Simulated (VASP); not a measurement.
CdF$_{2}$ (fluorite): the lattice constant a from VASP (plane waves, PAW) at several levels of theory. Static lattice.

```json
[
 {"level": "LDA", "lattice constant a (Å)": "5.320"},
 {"level": "PBE", "lattice constant a (Å)": "5.498"},
 {"level": "PBEsol", "lattice constant a (Å)": "5.402"},
 {"level": "SCAN", "lattice constant a (Å)": "5.396"},
 {"level": "r2SCAN", "lattice constant a (Å)": "5.409"}
]
```

The cell of the LDA run:

```
CELL_PARAMETERS angstrom
      0.00000     2.65991     2.65991
      2.65991     0.00000     2.65991
      2.65991     2.65991     0.00000
ATOMIC_POSITIONS crystal
  Cd 0.00000 0.00000 0.00000
  F  0.25000 0.25000 0.25000
  F  0.75000 0.75000 0.75000
```

Only levels that ran to the end are used. Left out are those held back, those with too coarse a band path, GW runs whose mesh misses a band edge, hybrids' fits of cells that aren't cubic and levels without matching references; a question may draw on a part of the rest.

The compound is CdF2 in the fluorite structure.
